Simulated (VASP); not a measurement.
Runs of VASP 6.6.1 on CaO. Symmetry: Fm-3m, No. 225, cubic system. Conventional cell: a = 4.838 Å, b = 4.838 Å, c = 4.838 Å, α = 90.00°, β = 90.00°, γ = 90.00°. Around Ca (site symmetry m-3m) lie 6 O at 2.42 Å. Around O (site symmetry m-3m) lie 6 Ca at 2.42 Å. The cell was built by a generator and needn't be a form met in nature.

| task | level | cell | k mesh | cutoff (eV) | grid for exact exchange (PRECFOCK) | exchange at q = 0 | screening parameter | gap on the mesh (eV) | pressure (GPa) |
| --- | --- | --- | --- | --- | --- | --- | --- | --- | --- |
| band structure | PBE0 | Fm-3m, 14.15 Å³/atom | 6 × 6 × 6 | 520 | Fast | truncated | - | (a) | -2.1 |
| band structure | HSE06 | Fm-3m, 14.15 Å³/atom | 8 × 8 × 8 | 520 | Fast | - | 0.2 1/A | 5.32 | -2.0 |
| band structure | r2SCAN | Fm-3m, 14.15 Å³/atom | 10 × 10 × 10 | 520 | - | - | - | 4.19 | -2.0 |
| relaxation of cell and atoms | PBE | relaxed | 10 × 10 × 10 | 600 | - | - | - | 3.64 | 0.0 |
| electrostatic potential | PBE | Fm-3m, 14.15 Å³/atom | 10 × 10 × 10 | 520 | - | - | - | 3.64 | (b) |

Alike in all rows: potentials or basis VASP PAW PBE potentials, release 64 (Ca_sv, O); no spin polarisation; smearing gaussian 0.02 eV.

Q: Estimate the missing entries.

A: (a) 6.04; (b) 0.1.

Caveats: the PAW data sets were made with another functional, which shifts forces and pressure a little (some runs).

A k mesh can miss the band edges.
